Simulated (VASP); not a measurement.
## Sb2Te4O: single point with r2SCAN

The system is Sb2Te4O.

```
Sb Te O
1.0
    -2.28697    2.28697   10.90269
     2.28697   -2.28697   10.90269
     2.28697    2.28697  -10.90269
Sb Te O
2 4 1
Direct
  0.50000 0.00000 0.50000
  0.00000 0.50000 0.50000
  0.25000 0.75000 0.50000
  0.75000 0.25000 0.50000
  0.40123 0.40123 0.00000
  0.59877 0.59877 0.00000
  0.00000 0.00000 0.00000
```

The cell was built by a generator and needn't be a form met in nature.

* Program: VASP 6.6.1
* Task: single point
* Functional: r2SCAN
* Potentials or basis: VASP PAW PBE potentials, release 64 (Sb, Te, O)
* Cutoff: 520 eV
* k mesh: 10 × 10 × 10
* Occupations: gaussian, width 0.1 eV
* Spin: no spin polarisation
* Further INCAR settings: ALGO = Normal; EDIFF = 1e-06

```json
{"Pressure": "-0.9 GPa", "Largest force": "0.168 eV/Å", "Band gap on the k mesh": "none (metal or under the smearing width)"}
```

Forces on the atoms (eV/Å):
```
Sb   0.000  0.000  0.000
Sb   0.000  0.000  0.000
Te   0.000  0.000  0.000
Te   0.000  0.000  0.000
Te   0.000  0.000  0.168
Te   0.000  0.000 -0.168
O    0.000  0.000  0.000
```

Stress tensor (GPa, compression positive):
```
-1.22  0.00  0.00
 0.00 -1.22  0.00
 0.00  0.00 -0.23
```

Levels at points of the mesh, in eV from the Fermi level:
```csv
k point,band 17,band 18,band 19,band 20,band 21,band 22,band 23,band 24
"(0.00, 0.00, 0.00)",-1.31,-1.14,-0.68,0.06,0.43,1.71,1.71,2.53
"(0.50, 0.00, 0.00)",-1.30,-1.10,-0.97,-0.90,-0.86,-0.43,1.36,1.64
"(0.50, 0.50, 0.00)",-1.45,-1.11,-0.48,-0.33,0.39,2.06,2.58,3.08
"(0.50, 0.50, 0.50)",-1.40,-1.40,-0.05,0.12,0.58,1.85,1.85,2.34
```

Run time: 69 min on 8 MPI ranks on Intel(R) Xeon(R) Platinum 8488C (Sapphire Rapids) (shared host), peak memory 2 GiB a rank.

Caveat: the PAW data sets were made with another functional, which shifts forces and pressure a little. The run has no spin-orbit coupling, so splittings on Sb, Te are missing.
